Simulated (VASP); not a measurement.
Input:

```xyz
2
Lattice="0.0000 2.6986 2.6948 2.7028 0.0000 2.6948 2.7028 2.6986 0.0000" Properties=species:S:1:pos:R:3 pbc="T T T"
K      0.0000     0.0000     0.0000
F      2.7237     2.6986     2.6948
```

All values below come from PBE GGA, VASP's PBE PAW potentials (set 64) (plane waves; VASP). Settings: ADDGRID = .TRUE., 520 eV cut-off, 8×8×8 Γ-centred mesh, Gaussian smearing of 0.050 eV, potentials K_sv F.

Problem. Estimate the energy per atom (σ→0), band gap (on the k-mesh) with the smallest direct gap where there is one.

Solution. 
| Property | Result |
|---|---|
| band gap (on the k-mesh) | 6.01 eV |
| smallest direct gap (on the k-mesh) | 6.01 eV |
| energy per atom (σ→0) | -4.149 eV/atom |

Total energies compare only between runs with the same potentials, cut-off and functional.

The compound is KF in the rock salt structure. The cell was not relaxed at this level, atoms are displaced from their ideal sites. The run is one of a series of settings (ADDGRID = .TRUE. against the base run), some of them coarse on purpose.
